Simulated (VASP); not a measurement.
Runs of VASP 6.6.1 on BN. The structure is hexagonal, space group P6_3mc (No. 186). Conventional cell: a = 2.536 Å, b = 2.536 Å, c = 4.199 Å, α = 90.00°, β = 90.00°, γ = 120.00°. Around B (site symmetry 3m) lie 4 N at 1.56 to 1.57 Å. N (site symmetry 3m) has 4 B at 1.56 to 1.57 Å as nearest neighbours. Measurements of this composition are mostly on another form, of space group No. 194.

```csv
task,cell,k mesh,cutoff (eV),target pressure,gap on the mesh (eV),pressure (GPa)
relaxation of cell and atoms,relaxed to 12.5 GPa,12 × 12 × 6,600,12.5 GPa,5.14,12.5
single point,"P6_3mc, 5.92 Å³/atom",18 × 18 × 8,520,-,5.19,3.3
single point,"P6_3mc, 5.78 Å³/atom",12 × 12 × 6,520,-,5.14,(a)
relaxation of cell and atoms,relaxed to 3 GPa,18 × 18 × 8,600,3 GPa,5.19,3.0
```

Alike in all rows: level PBE; potentials or basis VASP PAW PBE potentials, release 64 (B, N); no spin polarisation; smearing gaussian 0.02 eV.

**Question.** Estimate the missing entries.

**Answer.** (a) 12.8.

Caveats: the cell is relaxed towards a set pressure, so the enthalpy falls and the energy may rise (some runs).

A k mesh can miss the band edges.
